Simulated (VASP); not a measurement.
A convergence study with VASP on Li (bcc): one setting is varied, all else stays as given below, so the limit is that of these other settings.

```
Li
1.0
   -1.74500     1.74500     1.74500
    1.74500    -1.74500     1.74500
    1.74500     1.74500    -1.74500
Li
1
Direct
  0.00000   0.00000   0.00000
```

The numbers are results of PBE GGA, VASP's PBE PAW potentials (set 64) (plane waves; VASP), not measurements. The tightest run used: 700 eV cut-off, 24×24×24 Γ-centred mesh, first-order Methfessel-Paxton smearing of 0.10 eV, potentials Li_sv.

```tsv
setting	E (eV/atom)	pressure (GPa)	irreducible k-points
1×1×1 mesh	-4.0952	-8.16	1
2×2×2 mesh	-1.2376	-0.69	3
3×3×3 mesh	-2.0635	-1.38	4
4×4×4 mesh	-1.7601	-0.16	8
```

Problem. These are the cheaper rows. Estimate the results at 24×24×24 mesh, and how far the last row shown lies from them.

Solution. 
| quantity | tightest run | last row shown is off by |
|---|---|---|
| E (eV/atom) | -1.9032 | 0.1431 |
| pressure (GPa) | -0.78 | 0.62 |

Left out are rungs that failed or repeat a setting and relaxations that didn't move; long series are thinned to 24 rows.

The compound is Li in the bcc structure. The cell was not relaxed at this level.
